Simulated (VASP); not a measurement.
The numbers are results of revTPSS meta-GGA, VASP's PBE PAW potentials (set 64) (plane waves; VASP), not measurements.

Input for VASP

INCAR:
```
SYSTEM = KZnF3
PREC = Accurate
ENCUT = 520
EDIFF = 1E-7
NELM = 100
ALGO = Normal
LREAL = .FALSE.
LASPH = .TRUE.
ISMEAR = 0
SIGMA = 0.05
METAGGA = RTPSS
LMIXTAU = .TRUE.
LMAXMIX = 4
LWAVE = .FALSE.
LCHARG = .FALSE.
ISIF = 2
```

### KPOINTS
```
K-points
0
gamma
 6 6 6
0 0 0
```

File POSCAR:
```
KZnF3
1
    3.9879815002     0.0000000000     0.0000000000
    0.0000000000     3.9879815002     0.0000000000
    0.0000000000     0.0000000000     3.9879815002
K Zn F
1 1 3
Direct
  0.0000000000   0.0000000000   0.0000000000
  0.5000000000   0.5000000000   0.5000000000
  0.5000000000   0.0000000000   0.5000000000
  0.0000000000   0.5000000000   0.5000000000
  0.5000000000   0.5000000000   0.0000000000
```

POTCAR, in this order: K_sv Zn F (PBE.64 set). Program: vasp_std.

Task: Estimate the energy per atom (σ→0), pressure, band gap (on the k-mesh).

Result: 
```
Item                              Result
------------------------  --------------
energy per atom (σ→0)     -4.107 eV/atom
band gap (on the k-mesh)         4.08 eV
pressure                        5.74 GPa
```

OSZICAR:
```
...
DAV:  14    -0.205339397074E+02   -0.15392E-01   -0.50459E-03  1243   0.104E+00    0.147E-01
DAV:  15    -0.205365684209E+02   -0.26287E-02   -0.20533E-03  1687   0.534E-01    0.549E-02
DAV:  16    -0.205365878108E+02   -0.19390E-04   -0.28454E-04  1476   0.212E-01    0.110E-02
DAV:  17    -0.205366426824E+02   -0.54872E-04   -0.17695E-05  1148   0.489E-02    0.918E-03
DAV:  18    -0.205366398384E+02    0.28441E-05   -0.34726E-06  1268   0.208E-02    0.395E-03
DAV:  19    -0.205366430684E+02   -0.32300E-05   -0.10626E-06  1093   0.121E-02    0.100E-03
DAV:  20    -0.205366430524E+02    0.15990E-07   -0.15194E-07   858   0.599E-03
   1 F= -.20536643E+02 E0= -.20536643E+02  d E =-.123932E-11
```

The compound is KZnF3 in the cubic perovskite structure. This cell is one point of a volume scan, at 0.94 of the reference volume.
